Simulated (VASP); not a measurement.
All values below come from LDA (Ceperley-Alder, Perdew-Zunger), VASP's LDA PAW potentials (set 64) (plane waves; VASP).

A VASP calculation is set up with these files.

**INCAR**
```
SYSTEM = Ta
PREC = Accurate; ENCUT = 500; LREAL = .FALSE.
LASPH = .TRUE.
EDIFF = 1E-6; NELM = 100; ALGO = Normal
LMAXMIX = 6
ISMEAR = 1; SIGMA = 0.1
IBRION = 2; NSW = 40; ISIF = 3
EDIFFG = -0.02; PSTRESS = 100
LWAVE = .FALSE.; LCHARG = .FALSE.
```

**POSCAR**
```
Ta
1
   -1.6052657519     1.6052657519     1.6052657519
    1.6052657519    -1.6052657519     1.6052657519
    1.6052657519     1.6052657519    -1.6052657519
Ta
1
Direct
  0.0000000000   0.0000000000   0.0000000000
```

**KPOINTS**
```
Automatic mesh
0
Gamma
16 16 16
0 0 0
```

POTCAR, in this order: Ta_pv (LDA.64 set). Program: vasp_std.

Output of the run:

File OUTCAR:
```
 ion  position               nearest neighbor table
   1  0.000  0.000  0.000-
  LATTYP: Found a body centered cubic cell.
 ALAT       =     3.2105315038
 Subroutine PRICEL returns:
 Original cell was already a primitive cell.
 Subroutine GETGRP returns: Found 48 space group operations
The static configuration has the point symmetry O_h .
The dynamic configuration has the point symmetry O_h .
 Subroutine INISYM returns: Found 48 space group operations
 Subroutine IBZKPT returns following result:
 Found    145 irreducible k-points:

 Following reciprocal coordinates:
            Coordinates               Weight
  0.000000  0.000000  0.000000      1.000000
  0.062500  0.000000  0.000000     12.000000
  0.125000  0.000000  0.000000     12.000000
  0.187500  0.000000  0.000000     12.000000
  0.250000  0.000000  0.000000     12.000000
  0.312500  0.000000  0.000000     12.000000
  0.375000  0.000000  0.000000     12.000000
  0.437500  0.000000  0.000000     12.000000
  0.500000  0.000000  0.000000      6.000000
  0.062500  0.062500  0.000000     24.000000
...
```

**OSZICAR**
```
       N       E                     dE             d eps       ncg     rms          rms(c)
DAV:   1     0.457122874617E+02    0.45712E+02   -0.65348E+03  2618   0.115E+03
DAV:   2    -0.125620000060E+02   -0.58274E+02   -0.57309E+02  3278   0.244E+02
DAV:   3    -0.132333350431E+02   -0.67134E+00   -0.65585E+00  2986   0.259E+01
DAV:   4    -0.132375321582E+02   -0.41971E-02   -0.41930E-02  2975   0.166E+00
DAV:   5    -0.132375634851E+02   -0.31327E-04   -0.31324E-04  2962   0.120E-01    0.156E+01
DAV:   6    -0.129079628699E+02    0.32960E+00   -0.32999E-01  2706   0.692E+00    0.775E+00
DAV:   7    -0.128039655527E+02    0.10400E+00   -0.26540E-01  2733   0.590E+00    0.423E-01
DAV:   8    -0.128019096225E+02    0.20559E-02   -0.40898E-03  2856   0.882E-01    0.643E-02
DAV:   9    -0.128018872841E+02    0.22338E-04   -0.79446E-05  2803   0.116E-01    0.290E-02
DAV:  10    -0.128018874841E+02   -0.19996E-06   -0.33044E-06  3211   0.240E-02
   1 F= -.11769149E+02 E0= -.11769145E+02  d E =-.117691E+02
```

File OUTCAR:
```
------------------------ aborting loop because EDIFF is reached ----------------------------------------
  FORCE on cell =-STRESS in cart. coord.  units (eV):
  Direction    XX          YY          ZZ          XY          YZ          ZX
  --------------------------------------------------------------------------------------
  Total        1.0194051      1.0194051      1.0194051     -0.0000000     -0.0000000     -0.0000000
  in kB       98.7089586     98.7089586     98.7089586     -0.0000000     -0.0000000     -0.0000000
  external PRESSURE =      -1.2910414 kB  Pullay stress =     100.0000000 kB
  volume of cell :       16.55
      direct lattice vectors                 reciprocal lattice vectors
    -1.605265752  1.605265752  1.605265752     0.000000000  0.311474907  0.311474907
     1.605265752 -1.605265752  1.605265752     0.311474907  0.000000000  0.311474907
     1.605265752  1.605265752 -1.605265752     0.311474907  0.311474907  0.000000000
 POSITION                                       TOTAL-FORCE (eV/Angst)
 -----------------------------------------------------------------------------------
      0.00000      0.00000      0.00000        -0.000000      0.000000     -0.000000
 -----------------------------------------------------------------------------------
    total drift:                               -0.000000     -0.000000      0.000000
  FREE ENERGIE OF THE ION-ELECTRON SYSTEM (eV)
  ---------------------------------------------------
  free  energy   TOTEN  =       -12.8018874841 eV

  energy  without entropy=      -12.8018749692  energy(sigma->0) =      -12.80188331
  enthalpy is  TOTEN    =       -11.7691493125 eV   P V=        1.0327381715

 reached required accuracy - stopping structural energy minimisation
```
(Selected blocks of OUTCAR.)

The compound is Ta in the bcc structure. It was relaxed first under an external pressure of 10 GPa.
